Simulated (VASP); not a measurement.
# Driving VASP from ASE on YNiC2, part 4 of 4

Do ASE scripts that read YNiC2 from different structure formats give one answer, and do several routes find one equilibrium volume? All runs use PBEsol. Left out of this account: 1 further run (self-consistent run: a reference on another mesh). The start is a computed cell from the Materials Project.

VASP 6.6.1, plane waves and PAW; the level of theory is named at each step.

So far. Step 3 (Self-consistent run (PBEsol, through ASE), try 2): The energy lies +1.01 meV an atom from the first script, since this cell and mesh sample the zone at other points. Step 4 (Full relaxation (PBEsol, through ASE)): It ends with a largest force of 0.005 eV/Å and a pressure of -0.02 GPa.

## Step 5: Equation of state by an ASE loop (PBEsol)

Level of this step: PBEsol, spin-polarised from a ferromagnetic start (one magnetic atom a cell); plane waves and PAW (Y_sv, Ni, C) (VASP).

An ASE loop scales the volume and fits the energies, which gives the bulk modulus from energies alone.

The input, run.py:

```python
import numpy as np
from ase.calculators.vasp import Vasp
from ase.io import read
from ase.eos import EquationOfState
from ase.units import GPa

atoms = read('structure.vasp')

calc = Vasp(
    xc='pbesol',
    pp='PBE',
    prec='Accurate',
    encut=520,
    ediff=1e-06,
    nelm=100,
    ismear=-1,
    sigma=0.05,
    lreal=False,
    algo='Normal',
    nbands=23,
    ispin=2,
    lasph=True,
    lmaxmix=4,
    lorbit=11,
    lwave=False,
    lcharg=False,
    kpar=4,
    isif=2,
    pp_version='64',
    setups={'Y': '_sv', 'Ni': '', 'C': ''},
    kpts=(8, 8, 8),
    gamma=True,
    txt='vasp.out',
    magmom=[0.0, 1.0, 0.0, 0.0],
)
atoms.calc = calc

cell, volumes, energies = atoms.get_cell(), [], []
for x in [0.94, 0.96, 0.98, 1.0, 1.02, 1.04, 1.06]:
    atoms.set_cell(cell * x ** (1 / 3), scale_atoms=True)
    volumes.append(atoms.get_volume())
    energies.append(atoms.get_potential_energy())
    print(f"{x:.2f}  V = {volumes[-1]:.4f} A^3  E = {energies[-1]:.6f} eV")
v0, e0, b0 = EquationOfState(volumes, energies, eos="birchmurnaghan").fit()
print(f"V0 = {v0:.4f} A^3  E0 = {e0:.6f} eV  B0 = {b0 / GPa:.2f} GPa")
```

The input, structure.vasp:

```
YNiC2
1.0
    3.6105177600      0.0000000000      0.0000000000
    0.0000000000      2.2427958100      2.9912346600
    0.0000000000     -2.2427958100      2.9912346600
Y Ni C
1 1 2
Direct
    0.0000000000      0.0031364700      0.0031364700
    0.5000000000      0.6134320900      0.6134320900
    0.5000000000      0.4558403800      0.1505910600
    0.5000000000      0.1505910600      0.4558403800
```

Potentials, in the order of the species: Y_sv, Ni and C (PBE family, release 64).

Command:

```console
export ASE_VASP_COMMAND="mpirun -np 4 vasp_std"
python run.py
```

The log of the run:

```text
0.94  V = 45.5373 A^3  E = -33.798278 eV
0.96  V = 46.5062 A^3  E = -33.841098 eV
0.98  V = 47.4751 A^3  E = -33.856747 eV
1.00  V = 48.4440 A^3  E = -33.847962 eV
1.02  V = 49.4128 A^3  E = -33.817218 eV
1.04  V = 50.3817 A^3  E = -33.766748 eV
1.06  V = 51.3506 A^3  E = -33.698527 eV
V0 = 47.5947 A^3  E0 = -33.856928 eV  B0 = 195.61 GPa
```

Elapsed: 4.2 min, on 4 MPI ranks of AMD EPYC 9R45, shared host; peak memory 1.3 GiB.

The INCAR that ASE wrote:

```
ENCUT = 520.000000
SIGMA = 0.050000
EDIFF = 1.00e-06
ALGO = Normal
GGA = PS
PREC = Accurate
ISIF = 2
ISMEAR = -1
ISPIN = 2
KPAR = 4
LMAXMIX = 4
LORBIT = 11
NBANDS = 23
NELM = 100
MAGMOM = 1*0.0000 1*1.0000 2*0.0000
LASPH = .TRUE.
LCHARG = .FALSE.
LWAVE = .FALSE.
LREAL = .FALSE.
```

ASE turned this into the KPOINTS:

```
KPOINTS created by Atomic Simulation Environment
0
Gamma
8 8 8
0 0 0
```

VASP's own log, vasp.out (the last of its runs):

```text
[banner, memory and clock lines left out]
running    4 mpi-ranks, on    1 nodes
 distrk:  each k-point on    1 cores,    4 groups
 distr:  one band on    1 cores,    1 groups

 POSCAR found type information on POSCAR Y NiC
 POSCAR found :  3 types and       4 ions
 [... a notice as in an earlier step ...]

 LDA part: xc-table for (Slater+PW92), standard interpolation
 POSCAR, INCAR and KPOINTS ok, starting setup
 FFT: planning ... GRIDC
 FFT: planning ... GRID_SOFT
 FFT: planning ... GRID
 WAVECAR not read
 WARNING: random wavefunctions but no delay for mixing, default for NELMDL
 entering main loop
       N       E                     dE             d eps       ncg     rms          rms(c)
DAV:   1     0.165628922579E+03    0.16563E+03   -0.14095E+04  9660   0.139E+03
DAV:   2    -0.245855166613E+02   -0.19021E+03   -0.17737E+03 10522   0.319E+02
DAV:   3    -0.391804472463E+02   -0.14595E+02   -0.14144E+02 12239   0.836E+01
DAV:   4    -0.397904227340E+02   -0.60998E+00   -0.60773E+00 13227   0.159E+01
DAV:   5    -0.398064590210E+02   -0.16036E-01   -0.16028E-01 12785   0.245E+00    0.363E+01
DAV:   6    -0.487797593221E+02   -0.89733E+01   -0.20817E+02 12620   0.156E+02    0.435E+01
DAV:   7    -0.342300109628E+02    0.14550E+02   -0.30099E+01 11948   0.908E+01    0.174E+01
DAV:   8    -0.340251617379E+02    0.20485E+00   -0.12459E+01 15219   0.440E+01    0.155E+01
DAV:   9    -0.338473430931E+02    0.17782E+00   -0.57365E+00 13019   0.269E+01    0.596E+00
DAV:  10    -0.337174000540E+02    0.12994E+00   -0.47730E-01 15300   0.833E+00    0.194E+00
DAV:  11    -0.337057334889E+02    0.11667E-01   -0.57734E-02 14056   0.240E+00    0.128E+00
DAV:  12    -0.337042592067E+02    0.14743E-02   -0.78388E-03 15417   0.903E-01    0.397E-01
DAV:  13    -0.337039171708E+02    0.34204E-03   -0.12527E-03 14604   0.384E-01    0.121E-01
DAV:  14    -0.337039141695E+02    0.30013E-05   -0.12171E-04 12932   0.855E-02    0.848E-02
DAV:  15    -0.337038865649E+02    0.27605E-04   -0.12039E-04 14903   0.127E-01    0.250E-02
DAV:  16    -0.337038872700E+02   -0.70513E-06   -0.11908E-05 13993   0.282E-02    0.112E-02
DAV:  17    -0.337038866897E+02    0.58039E-06   -0.28966E-06  6599   0.201E-02
   1 F= -.33703887E+02 E0= -.33698527E+02  d E =-.107194E-01  mag=     0.0000
```

OUTCAR, selected parts (step 5):

```text
   ENCUT  =  520.0 eV  38.22 Ry    6.18 a.u.   6.84  7.09  7.09*2*pi/ulx,y,z

   NELECT =      29.0000    total number of electrons

 E-fermi :   6.2465

 spin component 1
 k-point     1 :       0.0000    0.0000    0.0000
  band No.  band energies     occupation
    ...
     10       2.9776      1.00000
     11       3.7522      1.00000
     12       4.0673      1.00000
     13       4.3034      1.00000
     14       5.0916      1.00000
     15       6.5997      0.00086
     16       6.6808      0.00017
     17       8.0940      0.00000
     18       9.6239      0.00000
     19       9.6921      0.00000
    ...

 k-point     2 :       0.1250    0.0000    0.0000
  band No.  band energies     occupation
    ...
     10       3.4112      1.00000
     11       3.7139      1.00000
     12       4.0242      1.00000
     13       4.1799      1.00000
     14       5.1587      1.00000
     15       6.4324      0.02372
     16       6.9315      0.00000
     17       7.6327      0.00000
     18       9.0159      0.00000
     19       9.9776      0.00000
    ...

  Total       -3.1306839     -4.8548607     -4.2216786      0.0000000      0.0000000      0.0000000
  in kB      -97.6796801   -151.4752893   -131.7195324      0.0000000      0.0000000      0.0000000
  external PRESSURE =    -126.9581673 kB  Pullay stress =       0.0000000 kB

 POSITION                                       TOTAL-FORCE (eV/Angst)
 -----------------------------------------------------------------------------------
      0.00000      0.00000      0.01913         0.000000      0.000000      0.011971
      1.84067      0.00000      3.74181         0.000000      0.000000      0.103723
      1.84067      0.69804      1.84956         0.000000     -0.602714     -0.057847
      1.84067     -0.69804      1.84956         0.000000      0.602714     -0.057847
 -----------------------------------------------------------------------------------
    total drift:                                0.000000     -0.000000      0.000541

  FREE ENERGIE OF THE ION-ELECTRON SYSTEM (eV)
  ---------------------------------------------------
  free  energy   TOTEN  =       -33.7038866897 eV

  energy  without entropy=      -33.6931673000  energy(sigma->0) =      -33.69852699

 magnetization (x)
# of ion       s       p       d       f       tot
--------------------------------------------------
    1       -0.000   0.000   0.000   0.000   0.000
    2       -0.000  -0.000   0.000   0.000   0.000
    3        0.000  -0.000   0.000   0.000  -0.000
    4        0.000  -0.000   0.000   0.000  -0.000
--------------------------------------------------
tot         -0.000  -0.000   0.000   0.000   0.000

[... 3 parts as in an earlier step ...]

[... 18 further parts left out ...]
```

The cell holds one magnetic atom, so no antiferromagnetic order fits into it.

This step gave:

| Property | Result |
| --- | --- |
| bulk modulus | 195.6 GPa |
| equilibrium volume of the fit | 11.90 Å³/atom |

The fitted volume lies +0.67 % from the relaxed one.

## Step 6: BFGS in ASE (PBEsol)

Here ASE drives the relaxation and calls VASP for forces and stress at each step.

The input, run.py:

```python
import numpy as np
from ase.calculators.vasp import Vasp
from ase import Atoms
from ase.optimize import BFGS
from ase.filters import FrechetCellFilter

atoms = Atoms(['Y', 'Ni', 'C', 'C'],
              cell=[[3.61051776, 0.0, 0.0], [0.0, 2.24279581, 2.99123466], [0.0, -2.24279581, 2.99123466]],
              scaled_positions=[[0.0, 0.00313647, 0.00313647], [0.5, 0.61343209, 0.61343209], [0.5, 0.45584038, 0.15059106], [0.5, 0.15059106, 0.45584038]],
              pbc=True)

calc = Vasp(
    xc='pbesol',
    pp='PBE',
    prec='Accurate',
    encut=520,
    ediff=1e-06,
    nelm=100,
    ismear=-1,
    sigma=0.05,
    lreal=False,
    algo='Normal',
    nbands=23,
    ispin=2,
    lasph=True,
    lmaxmix=4,
    lorbit=11,
    lwave=False,
    lcharg=False,
    kpar=4,
    isif=2,
    pp_version='64',
    setups={'Y': '_sv', 'Ni': '', 'C': ''},
    kpts=(8, 8, 8),
    gamma=True,
    txt='vasp.out',
    magmom=[0.0, 1.0, 0.0, 0.0],
)
atoms.calc = calc

BFGS(FrechetCellFilter(atoms)).run(fmax=0.02, steps=30)
print("cell (A, degrees):", np.round(atoms.cell.cellpar(), 4))
print("volume (A^3):", round(atoms.get_volume(), 4))
print("energy (eV):", round(atoms.get_potential_energy(), 6))
print("Fermi level (eV):", round(calc.get_fermi_level(), 4))
print("forces (eV/A):")
print(np.round(atoms.get_forces(), 4))
print("stress (GPa, Voigt, tension positive):", np.round(atoms.get_stress() * 160.21766, 3))
print("magnetic moment (muB):", round(atoms.get_magnetic_moment(), 3))
```

The log of the run:

```text
Step     Time          Energy          fmax
BFGS:    0 --:--:--      -33.853150        0.314608
BFGS:    1 --:--:--      -33.856848        0.285476
BFGS:    2 --:--:--      -33.863891        0.219913
BFGS:    3 --:--:--      -33.865964        0.129986
BFGS:    4 --:--:--      -33.866603        0.107459
BFGS:    5 --:--:--      -33.867057        0.107496
BFGS:    6 --:--:--      -33.867487        0.078628
BFGS:    7 --:--:--      -33.867845        0.080970
BFGS:    8 --:--:--      -33.868144        0.062897
BFGS:    9 --:--:--      -33.868292        0.032399
BFGS:   10 --:--:--      -33.868329        0.015327
cell (A, degrees): [ 3.5554  3.7164  3.7164 74.1913 90.     90.    ]
volume (A^3): 47.2472
energy (eV): -33.863176
Fermi level (eV): 6.9765
forces (eV/A):
[[ 0.     -0.     -0.0063]
 [ 0.      0.      0.0037]
 [ 0.     -0.0153  0.0013]
 [ 0.      0.0153  0.0013]]
stress (GPa, Voigt, tension positive): [ 0.038  0.133 -0.041 -0.    -0.    -0.   ]
magnetic moment (muB): 0.0
```

It took 7 min on 4 MPI ranks; peak memory 1.2 GiB.

ASE turned this into the INCAR:

```
ENCUT = 520.000000
SIGMA = 0.050000
EDIFF = 1.00e-06
ALGO = Normal
GGA = PS
PREC = Accurate
ISIF = 2
ISMEAR = -1
ISPIN = 2
KPAR = 4
LMAXMIX = 4
LORBIT = 11
NBANDS = 23
NELM = 100
MAGMOM = 1*0.0000 1*1.0000 2*0.0000
LASPH = .TRUE.
LCHARG = .FALSE.
LWAVE = .FALSE.
LREAL = .FALSE.
```

The KPOINTS that ASE wrote:

```
KPOINTS created by Atomic Simulation Environment
0
Gamma
8 8 8
0 0 0
```

VASP's own log, vasp.out (the last of its runs):

```text
[... set-up lines as in an earlier step ...]
 entering main loop
       N       E                     dE             d eps       ncg     rms          rms(c)
DAV:   1     0.169541386883E+03    0.16954E+03   -0.14152E+04  9660   0.142E+03
DAV:   2    -0.248341871742E+02   -0.19438E+03   -0.18101E+03 10549   0.327E+02
DAV:   3    -0.396411191712E+02   -0.14807E+02   -0.14342E+02 12154   0.859E+01
DAV:   4    -0.402304776367E+02   -0.58936E+00   -0.58751E+00 13349   0.157E+01
DAV:   5    -0.402451465957E+02   -0.14669E-01   -0.14663E-01 12678   0.235E+00    0.413E+01
DAV:   6    -0.482854187986E+02   -0.80403E+01   -0.19709E+02 12522   0.159E+02    0.440E+01
DAV:   7    -0.340920225955E+02    0.14193E+02   -0.31649E+01 11844   0.981E+01    0.193E+01
DAV:   8    -0.342488858713E+02   -0.15686E+00   -0.11236E+01 15337   0.406E+01    0.170E+01
DAV:   9    -0.340446739417E+02    0.20421E+00   -0.64151E+00 13013   0.304E+01    0.539E+00
DAV:  10    -0.338844890544E+02    0.16018E+00   -0.54029E-01 14325   0.998E+00    0.224E+00
DAV:  11    -0.338716176873E+02    0.12871E-01   -0.61114E-02 14396   0.247E+00    0.139E+00
DAV:  12    -0.338687906880E+02    0.28270E-02   -0.11050E-02 15305   0.119E+00    0.416E-01
DAV:  13    -0.338683486684E+02    0.44202E-03   -0.20068E-03 14941   0.489E-01    0.106E-01
DAV:  14    -0.338683454926E+02    0.31758E-05   -0.14202E-04 12704   0.883E-02    0.787E-02
DAV:  15    -0.338683293658E+02    0.16127E-04   -0.11282E-04 14576   0.132E-01    0.180E-02
DAV:  16    -0.338683293530E+02    0.12791E-07   -0.60138E-06 11252   0.219E-02
   1 F= -.33868329E+02 E0= -.33863176E+02  d E =-.103069E-01  mag=    -0.0000
```

From OUTCAR (step 6):

```text
   ENCUT  =  520.0 eV  38.22 Ry    6.18 a.u.   6.61  6.91  6.91*2*pi/ulx,y,z

   NELECT =      29.0000    total number of electrons

 E-fermi :   6.9765

 spin component 1
 k-point     1 :       0.0000    0.0000    0.0000
  band No.  band energies     occupation
    ...
     10       3.3952      1.00000
     11       4.2527      1.00000
     12       4.6074      1.00000
     13       4.8406      1.00000
     14       5.7344      1.00000
     15       7.4016      0.00020
     16       7.4228      0.00013
     17       8.9014      0.00000
     18      10.6517      0.00000
     19      10.8096      0.00000
    ...

 k-point     2 :       0.1250    0.0000    0.0000
  band No.  band energies     occupation
    ...
     10       3.9140      1.00000
     11       4.2066      1.00000
     12       4.5574      1.00000
     13       4.6935      1.00000
     14       5.8143      1.00000
     15       7.2379      0.00533
     16       7.6884      0.00000
     17       8.4369      0.00000
     18       9.9991      0.00000
     19      11.1641      0.00000
    ...

  Total       -0.0111961     -0.0390805      0.0121244      0.0000000      0.0000000      0.0000000
  in kB       -0.3796639     -1.3252383      0.4111437      0.0000000      0.0000000      0.0000000
  external PRESSURE =      -0.4312528 kB  Pullay stress =       0.0000000 kB

 POSITION                                       TOTAL-FORCE (eV/Angst)
 -----------------------------------------------------------------------------------
      0.00000      0.00000      0.01934         0.000000     -0.000000     -0.006279
      1.77770      0.00000      3.64084         0.000000      0.000000      0.003688
      1.77770      0.68718      1.79522         0.000000     -0.015282      0.001295
      1.77770     -0.68718      1.79522         0.000000      0.015282      0.001295
 -----------------------------------------------------------------------------------
    total drift:                                0.000000      0.000000      0.000525

  FREE ENERGIE OF THE ION-ELECTRON SYSTEM (eV)
  ---------------------------------------------------
  free  energy   TOTEN  =       -33.8683293530 eV

  energy  without entropy=      -33.8580224534  energy(sigma->0) =      -33.86317590

 magnetization (x)
# of ion       s       p       d       f       tot
--------------------------------------------------
    1        0.000  -0.000  -0.000  -0.000  -0.000
    2       -0.000  -0.000   0.000   0.000   0.000
    3       -0.000   0.000   0.000   0.000   0.000
    4       -0.000   0.000   0.000   0.000   0.000
--------------------------------------------------
tot         -0.000   0.000   0.000  -0.000   0.000

[... 4 parts as in an earlier step ...]

[... 17 further parts left out ...]
```

This step gave:

```yaml
optimizer_steps: 10
volume_after_bfgs: 11.81 Å³/atom
```

## Step 7: Side by side

| run | atoms | mesh | energy (eV/atom) | pressure (GPa) |
| --- | --- | --- | --- | --- |
| ASE, structure read from a POSCAR | 4 | 8×8×8 | -8.46199 | -3.530 |
| ASE, structure read from a CIF with its space group | 8 | 5×5×4 | -8.46098 | -3.377 |

## Step 8: Total energy, forces and stress (PBEsol, through ASE), changed input

This run is made with a changed input; what comes of it follows.

Changes to run.py since step 6:

```diff
@@ -3,4 +3,3 @@
 from ase import Atoms
-from ase.optimize import BFGS
-from ase.filters import FrechetCellFilter
+from ase.dft.bandgap import bandgap
 
@@ -17,3 +16,3 @@
     ediff=1e-06,
-    nelm=100,
+    nelm=90,
     ismear=-1,
@@ -31,2 +30,3 @@
     isif=2,
+    icharg=11,
     pp_version='64',
@@ -40,5 +40,2 @@
 
-BFGS(FrechetCellFilter(atoms)).run(fmax=0.02, steps=30)
-print("cell (A, degrees):", np.round(atoms.cell.cellpar(), 4))
-print("volume (A^3):", round(atoms.get_volume(), 4))
 print("energy (eV):", round(atoms.get_potential_energy(), 6))
@@ -49 +46,3 @@
 print("magnetic moment (muB):", round(atoms.get_magnetic_moment(), 3))
+gap, p1, p2 = bandgap(calc, direct=False)
+print("gap on the mesh (eV):", round(gap, 4))
```

The log of the run:

```text
1
```

The job ended after 5.4 s (4 MPI ranks).

ASE turned this into the INCAR:

```
ENCUT = 520.000000
SIGMA = 0.050000
EDIFF = 1.00e-06
ALGO = Normal
GGA = PS
PREC = Accurate
ICHARG = 11
ISIF = 2
ISMEAR = -1
ISPIN = 2
KPAR = 4
LMAXMIX = 4
LORBIT = 11
NBANDS = 23
NELM = 90
MAGMOM = 1*0.0000 1*1.0000 2*0.0000
LASPH = .TRUE.
LCHARG = .FALSE.
LWAVE = .FALSE.
LREAL = .FALSE.
```

ASE turned this into the KPOINTS:

```
KPOINTS created by Atomic Simulation Environment
0
Gamma
8 8 8
0 0 0
```

VASP's own log, vasp.out:

```text
[banner, memory and clock lines left out]
running    4 mpi-ranks, on    1 nodes
[...]
|                                                                             |
|               ----> ADVICE to this user running VASP <----                  |
|                                                                             |
|     You enforced a specific xc type in the INCAR file but a different       |
|     [... a line on the potential file left out ...]
|     I HOPE YOU KNOW WHAT YOU ARE DOING!                                     |
|                                                                             |

 LDA part: xc-table for (Slater+PW92), standard interpolation
 WARNING: stress and forces are not correct
 POSCAR, INCAR and KPOINTS ok, starting setup
[...]
WARNING: CHGCAR is incomplete
|                                                                             |
|     EEEEEEE  RRRRRR   RRRRRR   OOOOOOO  RRRRRR      ###     ###     ###     |
|     E        R     R  R     R  O     O  R     R     ###     ###     ###     |
|     E        R     R  R     R  O     O  R     R     ###     ###     ###     |
|     EEEEE    RRRRRR   RRRRRR   O     O  RRRRRR       #       #       #      |
|     E        R   R    R   R    O     O  R   R                               |
|     E        R    R   R    R   O     O  R    R      ###     ###     ###     |
|     EEEEEEE  R     R  R     R  OOOOOOO  R     R     ###     ###     ###     |
|                                                                             |
|     ERROR: charge density could not be read from file CHGCAR for            |
|     ICHARG>10                                                               |
|                                                                             |
|       ---->  I REFUSE TO CONTINUE WITH THIS SICK JOB ... BYE!!! <----       |
|                                                                             |
```

VASP stopped before it finished a first electronic cycle.

VASP's message: “ERROR: charge density could not be read from file CHGCAR for ICHARG>10”. No number of this run is used.

Settings moved from the usual: NELM = 90 and ICHARG = 11.

## Step 9: Summary of results

```yaml
energy_ase_structure_read_from_a_poscar: -8.46199 eV/atom
energy_ase_structure_read_from_a_cif_with_its_space_group: -8.46098 eV/atom
volume_from_vasp_s_own_relaxation: 11.82 Å³/atom
volume_from_the_fit_of_the_ase_volume_loop: 11.90 Å³/atom
volume_from_bfgs_in_ase: 11.81 Å³/atom
```

**Reading.** With the structure read from a CIF with its space group, ASE's run differs from the first script by +1.0 meV an atom, on the larger cell and its own mesh. The routes to the equilibrium volume agree within 0.74 %. VASP's relaxation keeps the plane waves of its start, while ASE starts VASP afresh at each cell, and a loop at fixed shape can't relax anything but the volume. Only the typed magnetic starts were tried, so the magnetic ground state may differ and with it the other results.

[Lines on the potential files, build, host, timing and source positions are cut from VASP's logs without a mark.]

[Logs are printed without paths, hosts, clocks, repeated set-up lines and the standing remarks that a program may print on its own settings, such as how far it seeks lower states.]

[Hosts, paths, dates, database ids (printed as entryN), source tags and the programs' standing remarks are cut or masked in the printed files.]

[A measured line is paired with the nearest computed mode of its activity, which favours agreement.]
